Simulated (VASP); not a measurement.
OSZICAR of a VASP run on PbS (rock salt):

### OSZICAR
```
       N       E                     dE             d eps       ncg     rms          rms(c)
DAV:   1    -0.108928999806E+02   -0.10893E+02   -0.34696E-01   448   0.736E+00    0.550E-01
DAV:   2    -0.108963736392E+02   -0.34737E-02   -0.21301E-02   510   0.110E+00    0.291E-01
DAV:   3    -0.108960434354E+02    0.33020E-03   -0.14446E-03   638   0.469E-01    0.139E-01
DAV:   4    -0.108959013368E+02    0.14210E-03   -0.11436E-04   518   0.157E-01    0.736E-02
DAV:   5    -0.108958541639E+02    0.47173E-04   -0.45162E-05   560   0.764E-02    0.430E-02
DAV:   6    -0.108958417254E+02    0.12439E-04   -0.14536E-05   534   0.397E-02    0.282E-02
DAV:   7    -0.108958377483E+02    0.39770E-05   -0.32474E-06   484   0.198E-02    0.198E-02
DAV:   8    -0.108958364632E+02    0.12852E-05   -0.93210E-07   266   0.103E-02    0.135E-02
DAV:   9    -0.108958363837E+02    0.79499E-07   -0.52222E-07   260   0.726E-03
   1 F= -.10895836E+02 E0= -.10895836E+02  d E =-.843157E-11
       N       E                     dE             ncg
```

Q: Which electronic solver shows in the log?

A: It is blocked Davidson (ALGO = Normal, or the opening steps of other solvers). The INCAR had ALGO = Normal.

Q: Can the final energy be trusted as converged?

A: Self-consistency was reached. It stopped with EDIFF = 1E-6, NELM = 60 (HSEsol screened hybrid, plane waves, VASP's PBE PAW potentials (set 64)).

The compound is PbS in the rock salt structure. It was relaxed first. The cell's shape comes from a PBE relaxation.
